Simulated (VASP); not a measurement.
Input:

```yaml
crystal:
  lattice:
    - [0.00000, 1.78672, 1.78672]
    - [1.78672, 0.00000, 1.78672]
    - [1.78672, 1.78672, 0.00000]
  atoms:
    - { symbol: C, position: [0.00000, 0.00000, 0.00000] }
    - { symbol: C, position: [0.25000, 0.25000, 0.25000] }
```

Method: PBE0 hybrid, VASP's PBE PAW potentials (set 64) (plane waves; VASP). Numerical set-up: 520 eV cut-off, 10×10×10 Γ-centred mesh, Gaussian smearing of 0.050 eV, potentials C.

The path is coarsely sampled, so an indirect gap can come out somewhat too large.

Problem. Give the energies of bands 2 to 7 at the high-symmetry points, in eV from the valence-band maximum.

Solution. 
```csv
band,Γ,X,U,L,W
2,0.00,-14.09,-12.96,-14.61,-13.26
3,0.00,-6.87,-10.12,-3.08,-9.04
4,0.00,-6.87,-5.86,-3.08,-9.04
5,7.67,6.65,7.63,10.74,12.90
6,7.67,6.65,13.10,10.74,12.90
7,7.67,19.90,17.24,11.02,14.94
```

The gap is indirect, 6.01 eV, from the valence maximum at Γ to the conduction minimum at Γ-X at 0.75.

The compound is C in the diamond structure. It was relaxed first. The cell's shape comes from a PBE relaxation.
